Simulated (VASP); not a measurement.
Input:

```yaml
crystal:
  lattice:
    - [4.08166, 0.00000, 0.00000]
    - [0.00000, 4.08166, 0.00000]
    - [0.00000, 0.00000, 4.08166]
  atoms:
    - { symbol: K, position: [0.00000, 0.00000, 0.00000] }
    - { symbol: Zn, position: [0.50000, 0.50000, 0.50000] }
    - { symbol: F, position: [0.50000, 0.00000, 0.50000] }
    - { symbol: F, position: [0.00000, 0.50000, 0.50000] }
    - { symbol: F, position: [0.50000, 0.50000, 0.00000] }
```

Method: vdW-DF-cx, VASP's PBE PAW potentials (set 64) (plane waves; VASP). Settings: 520 eV cut-off, 6×6×6 Γ-centred mesh, Gaussian smearing of 0.050 eV, potentials K_sv Zn F.

Give the energy at these volumes per atom, relative to the lowest: 12.72, 13.12, 13.53, 13.93, 14.34 Å³.

15.2, 4.1, 0.0, 1.8, 8.5 meV/atom. A third-order Birch-Murnaghan fit gives B0 = 75.1 GPa and B0′ = 4.6.

The compound is KZnF3 in the cubic perovskite structure. It was relaxed first.
